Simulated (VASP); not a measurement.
# Al3BiO3 (P6_3/m) in VASP: relaxation of cell and atoms with PBE

Aim: the relaxation of cell and atoms of Al3BiO3 with PBE.

All numbers are computed with VASP 6.6.1; they aren't measurements. Logs are shortened: lines on timing, memory, paths and dates and some standing lists are left out, and cuts for length are marked.

## 1. The crystal as given

The structure is hexagonal, space group P6_3/m (No. 176). The conventional cell has a = 8.700 Å, b = 8.700 Å, c = 3.050 Å, α = 90.00°, β = 90.00°, γ = 120.00°. Around Al (site symmetry m) lie 3 O at 1.87 to 1.99 Å and 1 Bi at 1.99 Å. Bi (site symmetry -6) is surrounded by 3 Al at 1.99 Å. Around O (site symmetry m) lie 3 Al at 1.87 to 1.99 Å.

The cell was built by a generator and needn't be a form met in nature.

## 2. Relaxation of cell and atoms, PBE

INCAR reads:

```
SYSTEM = Al3BiO3
PREC = Normal
ENCUT = 520
EDIFF = 1E-4
ISMEAR = 0
SIGMA = 0.15
LREAL = Auto
LASPH = .TRUE.
NELM = 60
ALGO = Fast
ISIF = 3
LWAVE = .FALSE.
LCHARG = .FALSE.
GGA = PE
IBRION = 2
NSW = 24
EDIFFG = -0.08
```

KPOINTS reads:

```
regular mesh
0
G
  2 2 5
  0 0 0
```

POSCAR reads:

```
Al3BiO3
1.0
    8.7000000000      0.0000000000      0.0000000000
   -4.3500000000      7.5344210100      0.0000000000
    0.0000000000      0.0000000000      3.0500000000
Al Bi O
6 2 6
Direct
    0.5950000100      0.8260000100      0.2500000000
    0.8260000100      0.2310000000      0.7500000000
    0.2310000000      0.4049999900      0.2500000000
    0.4049999900      0.1739999900      0.7500000000
    0.7690000000      0.5950000100      0.7500000000
    0.1739999900      0.7690000000      0.2500000000
    0.6666666700      0.3333333300      0.7500000000
    0.3333333300      0.6666666700      0.2500000000
    0.6700000100      0.9690000100      0.7500000000
    0.9690000100      0.2990000000      0.2500000000
    0.2990000000      0.3299999900      0.7500000000
    0.3299999900      0.0309999900      0.2500000000
    0.7010000000      0.6700000100      0.2500000000
    0.0309999900      0.7010000000      0.7500000000
```

Potentials or basis: VASP PAW PBE potentials, release 64 (Al, Bi_d, O).

Run with:

```
cat potpaw_PBE.64/Al/POTCAR potpaw_PBE.64/Bi_d/POTCAR potpaw_PBE.64/O/POTCAR > POTCAR
mpirun -np 1 vasp_std > vasp.out
```

OUTCAR:

```text
SYSTEM = Al3BiO3
   PREC = Normal
   ENCUT = 520
   EDIFF = 1E-4
   ISMEAR = 0
   LREAL = Auto
   LASPH = .TRUE.
   NELM = 60
   ISIF = 3
   GGA = PE
   IBRION = 2
   NSW = 24
   EDIFFG = -0.08

 ion  position               nearest neighbor table
   1  0.595  0.826  0.250-   9 1.87   9 1.87  13 1.99   8 1.99   8 3.64   8 3.64
   2  0.826  0.231  0.750-  10 1.87  10 1.87   9 1.99   7 1.99   7 3.64   7 3.64
   3  0.231  0.405  0.250-  11 1.87  11 1.87  10 1.99   8 1.99   8 3.64   8 3.64
   4  0.405  0.174  0.750-  12 1.87  12 1.87  11 1.99   7 1.99   7 3.64   7 3.64
   5  0.769  0.595  0.750-  13 1.87  13 1.87  14 1.99   7 1.99   7 3.64   7 3.64
   6  0.174  0.769  0.250-  14 1.87  14 1.87  12 1.99   8 1.99   8 3.64   8 3.64
   7  0.667  0.333  0.750-   2 1.99   4 1.99   5 1.99   2 3.64   2 3.64   4 3.64   4 3.64   5 3.64
                             5 3.64
   8  0.333  0.667  0.250-   6 1.99   1 1.99   3 1.99   6 3.64   6 3.64   1 3.64   1 3.64   3 3.64
                             3 3.64
   9  0.670  0.969  0.750-   1 1.87   1 1.87   2 1.99
  10  0.969  0.299  0.250-   2 1.87   2 1.87   3 1.99
  11  0.299  0.330  0.750-   3 1.87   3 1.87   4 1.99
  12  0.330  0.031  0.250-   4 1.87   4 1.87   6 1.99
  13  0.701  0.670  0.250-   5 1.87   5 1.87   1 1.99
  14  0.031  0.701  0.750-   6 1.87   6 1.87   5 1.99

  LATTYP: Found a hexagonal cell.
 ALAT       =     8.7000000000
 C/A-ratio  =     0.3505747126

  Lattice vectors:

 A1 = (   8.7000000000,   0.0000000000,   0.0000000000)
 A2 = (  -4.3500000000,   7.5344210100,   0.0000000000)
 A3 = (   0.0000000000,   0.0000000000,   3.0500000000)

Analysis of symmetry for initial positions (statically):
=====================================================================
 Subroutine PRICEL returns:
 Original cell was already a primitive cell.

 Routine SETGRP: Setting up the symmetry group for a
 hexagonal supercell.

 Subroutine GETGRP returns: Found 12 space group operations
 (whereof  6 operations were pure point group operations)
 out of a pool of 24 trial point group operations.

The static configuration has the point symmetry S_6 .
 The point group associated with its full space group is C_6h.

Analysis of symmetry for dynamics (positions and initial velocities):
=====================================================================
 Subroutine PRICEL returns:
 Original cell was already a primitive cell.

 Routine SETGRP: Setting up the symmetry group for a
 hexagonal supercell.

 Subroutine GETGRP returns: Found 12 space group operations
 (whereof  6 operations were pure point group operations)
 out of a pool of 24 trial point group operations.

The dynamic configuration has the point symmetry S_6 .
 The point group associated with its full space group is C_6h.

 Subroutine INISYM returns: Found 12 space group operations
 (whereof  6 operations are pure point group operations),
 and found     1 'primitive' translations

----------------------------------------------------------------------------------------

                                     Primitive cell

  volume of cell :     199.9259

  direct lattice vectors                    reciprocal lattice vectors
     8.700000000  0.000000000  0.000000000     0.114942529  0.066362100  0.000000000
    -4.350000000  7.534421010  0.000000000     0.000000000  0.132724200  0.000000000
     0.000000000  0.000000000  3.050000000     0.000000000  0.000000000  0.327868852

  length of vectors
     8.700000000  8.699999997  3.050000000     0.132724200  0.132724200  0.327868852

  position of ions in fractional coordinates (direct lattice)
     0.595000010  0.826000010  0.250000000
     0.826000010  0.231000000  0.750000000
     0.231000000  0.404999990  0.250000000
     0.404999990  0.173999990  0.750000000
     0.769000000  0.595000010  0.750000000
     0.173999990  0.769000000  0.250000000
     0.666666670  0.333333330  0.750000000
     0.333333330  0.666666670  0.250000000
     0.670000010  0.969000010  0.750000000
     0.969000010  0.299000000  0.250000000
     0.299000000  0.329999990  0.750000000
     0.329999990  0.030999990  0.250000000
     0.701000000  0.670000010  0.250000000
     0.030999990  0.701000000  0.750000000

  ion indices of the primitive-cell ions
   primitive index   ion index
                 1           1
                 2           2
                 3           3
                 4           4
                 5           5
                 6           6
                 7           7
                 8           8
                 9           9
                10          10
                11          11
                12          12
                13          13
                14          14

----------------------------------------------------------------------------------------

 KPOINTS: regular mesh

Automatic generation of k-mesh.
 Grid dimensions read from file:
 generate k-points for:    2    2    5

 Generating k-lattice:

  Cartesian coordinates                     Fractional coordinates (reciprocal lattice)
     0.057471264  0.033181050  0.000000000     0.500000000  0.000000000  0.000000000
     0.000000000  0.066362100  0.000000000     0.000000000  0.500000000  0.000000000
     0.000000000  0.000000000  0.065573770     0.000000000  0.000000000  0.200000000

  Length of vectors
     0.066362100  0.066362100  0.065573770

  Shift w.r.t. Gamma in fractional coordinates (k-lattice)
     0.000000000  0.000000000  0.000000000

 Subroutine IBZKPT returns following result:
 ===========================================

 Found      6 irreducible k-points:

 Following reciprocal coordinates:
            Coordinates               Weight
  0.000000  0.000000  0.000000      1.000000
  0.500000  0.000000  0.000000      3.000000
  0.000000  0.000000  0.200000      2.000000
  0.500000  0.000000  0.200000      6.000000
  0.000000  0.000000  0.400000      2.000000
  0.500000  0.000000  0.400000      6.000000
   k-points           NKPTS =      6   k-points in BZ     NKDIM =      6   number of bands    NBANDS=     50
   number of dos      NEDOS =    301   number of ions     NIONS =     14
   total plane-waves  NPLWV =  45000
   dimension x,y,z NGX =    50 NGY =   50 NGZ =   18
   dimension x,y,z NGXF=   100 NGYF=  100 NGZF=   36
   ions per type =               6   2   6
   NGX,Y,Z   is equivalent  to a cutoff of   9.55,  9.55,  9.81 a.u.
   NGXF,Y,Z  is equivalent  to a cutoff of  19.11, 19.11, 19.62 a.u.
 SYSTEM =  Al3BiO3
   PREC   = normal    normal or accurate (medium, high low for compatibility)
   ISTART =      0    job   : 0-new  1-cont  2-samecut
   ICHARG =      2    charge: 1-file 2-atom 10-const
   ISPIN  =      1    spin polarized calculation?
   LNONCOLLINEAR =      F non collinear calculations
   LSORBIT =      F    spin-orbit coupling
   LASPH  =      T    aspherical Exc in radial PAW
   ENCUT  =  520.0 eV  38.22 Ry    6.18 a.u.  16.18 16.18  5.67*2*pi/ulx,y,z
   NELM   =     60;   NELMIN=  2; NELMDL= -5     # of ELM steps
   EDIFF  = 0.1E-03   stopping-criterion for ELM
   LREAL  =      T    real-space projection
   EDIFFG = -.8E-01   stopping-criterion for IOM
   NSW    =     24    number of steps for IOM
   IBRION =      2    ionic relax: 0-MD 1-quasi-New 2-CG
   NFREE  =      1    steps in history (QN), initial steepest desc. (CG)
   ISIF   =      3    stress and relaxation
   ISYM   =      2    0-nonsym 1-usesym 2-fastsym
   POTIM  = 0.5000    time-step for ionic-motion
   TEBEG  =    0.0;   TEEND  =   0.0 temperature during run
   PSTRESS=    0.0 pullay stress
   NELECT =      84.0000    total number of electrons
   NUPDOWN=      -1.0000    fix difference up-down
   EMIN   =  10.00;   EMAX   =-10.00  energy-range for DOS
   EFERMI =   0.00;   METHOD = LEGACY
   ISMEAR =     0;   SIGMA  =   0.15  broadening in eV -4-tet -1-fermi 0-gaus
   EFERMI_NEDOS =   21; number of points for ismear=-14 and -15
   IALGO  =     68    algorithm
   IMIX   =      4    mixing-type and parameters
     AMIX     =   0.40;   BMIX     =  1.00
     AMIX_MAG =   1.60;   BMIX_MAG =  1.00
  volume/ion in A,a.u.               =      14.28        96.37
  Fermi-wavevector in a.u.,A,eV,Ry     =   1.226154  2.317095 20.455721  1.503453
  Thomas-Fermi vector in A             =   2.361165
   LORBIT       =      0    0 simple, 1 ext, 2 COOP (PROOUT), +10 PAW based schemes
   GGA     = PE    functional components
   LHFCALC =     F    Hartree Fock is set to
   AEXX    =    0.0000 exact exchange contribution
   IVDW    =     0    specifies the selected vdW correction
   LEPSILON=     F    determine dielectric tensor
   LRPA    =     F    only Hartree local field effects (RPA)
 conjugate gradient relaxation of ions
 non-spin polarized calculation
 RMM-DIIS sequential band-by-band and
 Gauss-broadening in eV      SIGMA  =   0.15
  energy-cutoff  :      520.00
  volume of cell :      199.93
 maximum number of plane-waves:      5411
   NGX = 33   NGY = 33   NGZ = 11

--------------------------------------- Ionic step        1  -------------------------------------------

 number of electron      83.9999848 magnetization

 Free energy of the ion-electron system (eV)
  ---------------------------------------------------
  ext. energy  EPLUGINS =         0.00000000
  ---------------------------------------------------
  free energy    TOTEN  =       -61.77357005 eV

  energy without entropy =      -61.71575743  energy(sigma->0) =      -61.74466374

------------------------ aborting loop because EDIFF is reached ----------------------------------------

  FORCE on cell =-STRESS in cart. coord.  units (eV):
  Direction    XX          YY          ZZ          XY          YZ          ZX
  --------------------------------------------------------------------------------------
  -------------------------------------------------------------------------------------
  Total       90.4644734     90.4644734      8.5934655     -0.0000012      0.0000000      0.0000000
  in kB      724.9693832    724.9693826     68.8668066     -0.0000093      0.0000000      0.0000000
  external PRESSURE =     506.2685241 kB  Pullay stress =       0.0000000 kB
[... 33 lines left out ...]
  energy  without entropy=      -61.7157574281  energy(sigma->0) =      -61.74466374

--------------------------------------- Ionic step        2  -------------------------------------------

 number of electron      83.9999923 magnetization

 E-fermi :   2.4151     XC(G=0):  -7.8274

 val. band max:        2.3860334768   @ k =   0.5000   0.0000   0.2000
 cond. band min:       2.4176464795   @ k =   0.0000   0.0000   0.4000
 fundamental gap:      0.0316130027
 Fermi energy:         2.4151482127

 k-point     1 :       0.0000    0.0000    0.0000
  band No.  band energies     occupation
      1     -20.3275      2.00000
      2     -20.3275      2.00000
      3     -20.0368      2.00000
      4     -20.0368      2.00000
      5     -20.0368      2.00000
      6     -20.0367      2.00000
[... 396 lines left out ...]
  FREE ENERGIE OF THE ION-ELECTRON SYSTEM (eV)
  ---------------------------------------------------
  free  energy   TOTEN  =       -82.0683132998 eV

  energy  without entropy=      -82.0416792103  energy(sigma->0) =      -82.05499626

[... ionic steps 4 to 13 ...]

--------------------------------------- Ionic step       14  -------------------------------------------

 number of electron      83.9999973 magnetization

------------------------ aborting loop because EDIFF is reached ----------------------------------------

  FORCE on cell =-STRESS in cart. coord.  units (eV):
  Direction    XX          YY          ZZ          XY          YZ          ZX
  --------------------------------------------------------------------------------------
  -------------------------------------------------------------------------------------
  Total       -1.7133248     -1.7133248     -1.4280065      0.0000005     -0.0000000      0.0000000
  in kB      -10.8552335    -10.8552335     -9.0475226      0.0000030     -0.0000000      0.0000000
  external PRESSURE =     -10.2526632 kB  Pullay stress =       0.0000000 kB
[... 81 lines left out ...]
  energy  without entropy=      -85.9749938687  energy(sigma->0) =      -86.00377847

--------------------------------------- Ionic step       16  -------------------------------------------

 number of electron      83.9999939 magnetization

 Free energy of the ion-electron system (eV)
  ---------------------------------------------------
  ext. energy  EPLUGINS =         0.00000000
  ---------------------------------------------------
  free energy    TOTEN  =       -86.03603190 eV

  energy without entropy =      -85.97798227  energy(sigma->0) =      -86.00700709

 E-fermi :   6.6614     XC(G=0):  -9.1000

 val. band max:        6.5712869961   @ k =   0.5000   0.0000   0.2000
 cond. band min:       6.7216600954   @ k =   0.5000   0.0000   0.2000
 fundamental gap:      0.1503730993
 Fermi energy:         6.6613761267

 k-point     1 :       0.0000    0.0000    0.0000
  band No.  band energies     occupation
      1     -16.8105      2.00000
      2     -16.8096      2.00000
      3     -16.6219      2.00000
      4     -16.6219      2.00000
      5     -16.6201      2.00000
      6     -16.6200      2.00000
[... 348 lines left out ...]
  FREE ENERGIE OF THE ION-ELECTRON SYSTEM (eV)
  ---------------------------------------------------
  free  energy   TOTEN  =       -86.0360319003 eV

  energy  without entropy=      -85.9779822737  energy(sigma->0) =      -86.00700709

 reached required accuracy - stopping structural energy minimisation
```

It took 12 min on 1 thread of Intel Xeon Platinum 8375C at 2.90GHz (Ice Lake), shared host; peak memory 0.23 GiB.

What came out:

```
Free energy                            : -86.0360 eV
Relaxed volume                         : 17.91 Å³/atom
Relaxed cell                           : a = 9.559 Å, b = 9.559 Å, c = 3.168 Å, α = 90.00°, β = 90.00°, γ = 120.00°
Space group after relaxing (to 0.05 Å) : P6_3/m (No. 176)
Energy gained by relaxing              : 1733.0 meV/atom
Ionic steps                            : 16
Pressure after relaxing                : 0.1 GPa
Largest force after relaxing           : 0.028 eV/Å
Band gap on the k mesh                 : none (metal or under the smearing width)
```

Forces on the atoms (eV/Å):
```
Al   0.000 -0.026  0.000
Al  -0.022 -0.013  0.000
Al  -0.023  0.013  0.000
Al   0.000  0.026  0.000
Al   0.023 -0.013  0.000
Al   0.022  0.013  0.000
Bi   0.000  0.000  0.000
Bi   0.000  0.000  0.000
O    0.008 -0.027  0.000
O   -0.019 -0.020  0.000
O   -0.027  0.007  0.000
O   -0.008  0.027  0.000
O    0.027 -0.007  0.000
O    0.019  0.020  0.000
```

The path:
| step | energy change (eV) | largest force (eV/Å) | pressure (GPa) | volume (Å³) |
| --- | --- | --- | --- | --- |
| 1 | 0.0000 | 16.4848 | 50.63 | 199.93 |
| 2 | -9.1988 | 2.4427 | -18.33 | 354.19 |
| 3 | -20.2947 | 1.7678 | -4.46 | 260.75 |
| 4 | -20.3833 | 1.7559 | -4.11 | 258.06 |
| 5 | -20.4660 | 1.7614 | 0.05 | 245.00 |
| 6 | -20.5092 | 1.7451 | -1.42 | 249.53 |
| 7 | -21.3788 | 1.5505 | -0.82 | 245.90 |
| 8 | -22.2207 | 2.0826 | 6.09 | 235.18 |
| 9 | -22.3669 | 1.1300 | 2.05 | 239.64 |
| 10 | -22.4316 | 1.2197 | 2.73 | 238.23 |
| 11 | -23.1506 | 1.0728 | 1.29 | 244.99 |
| 12 | -24.0242 | 0.2679 | -4.27 | 261.84 |
| 13 | -24.2227 | 0.3109 | 0.01 | 250.38 |
| 14 | -24.2409 | 0.2913 | -1.03 | 252.88 |
| 15 | -24.2590 | 0.1237 | 0.41 | 249.85 |
| 16 | -24.2625 | 0.0278 | 0.11 | 250.70 |

Final structure:
```yaml
crystal:
  lattice:
    - [9.55945, 0.00000, 0.00000]
    - [-4.77973, 8.27873, 0.00000]
    - [0.00000, 0.00000, 3.16783]
  atoms:
    - { symbol: Al, position: [0.66514, 0.86762, 0.25000] }
    - { symbol: Al, position: [0.86762, 0.20249, 0.75000] }
    - { symbol: Al, position: [0.20249, 0.33486, 0.25000] }
    - { symbol: Al, position: [0.33486, 0.13238, 0.75000] }
    - { symbol: Al, position: [0.79751, 0.66514, 0.75000] }
    - { symbol: Al, position: [0.13238, 0.79751, 0.25000] }
    - { symbol: Bi, position: [0.66667, 0.33333, 0.75000] }
    - { symbol: Bi, position: [0.33333, 0.66667, 0.25000] }
    - { symbol: O, position: [0.74105, 0.98205, 0.75000] }
    - { symbol: O, position: [0.98205, 0.24100, 0.25000] }
    - { symbol: O, position: [0.24100, 0.25895, 0.75000] }
    - { symbol: O, position: [0.25895, 0.01795, 0.25000] }
    - { symbol: O, position: [0.75900, 0.74105, 0.25000] }
    - { symbol: O, position: [0.01795, 0.75900, 0.75000] }
```

Caveat: the k mesh is coarse (spacing up to 0.42 Å⁻¹), so the values aren't converged; the volume moved by over 15 % at a fixed basis, so the end points are rough; spin-orbit coupling is left out, which moves the levels of the heavy elements; the relaxation stopped at a loose force limit of 0.08 eV/Å, so its end isn't a converged minimum.
